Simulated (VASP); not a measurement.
```
CELL_PARAMETERS angstrom
      4.14297     0.00000     0.00000
      0.00000     4.14297     0.00000
      0.00000     0.00000     4.14297
ATOMIC_POSITIONS crystal
  Cs 0.00000 0.00000 0.00000
  Cl 0.50000 0.50000 0.50000
```

Calculation: r2SCAN meta-GGA, VASP's PBE PAW potentials (set 64) (plane waves; VASP 6.6.1). Run with 520 eV cut-off, 7×7×7 Γ-centred mesh, tetrahedra with Blöchl corrections, potentials Cs_sv Cl.

Unless said otherwise, spin-orbit coupling is left out, though it shifts the bands of the heavy elements here.

### Question
Estimate the energy per atom (σ→0), band gap (over mesh and band path) with the smallest direct gap where there is one.

### Answer

```yaml
band gap (over mesh and band path): 5.91 eV
smallest direct gap (over mesh and band path): 5.91 eV
energy per atom (σ→0): -17.762 eV/atom
```

The absolute energy has meaning only against runs of the same code, potentials and settings.

The compound is CsCl in the CsCl type structure. It was relaxed first.
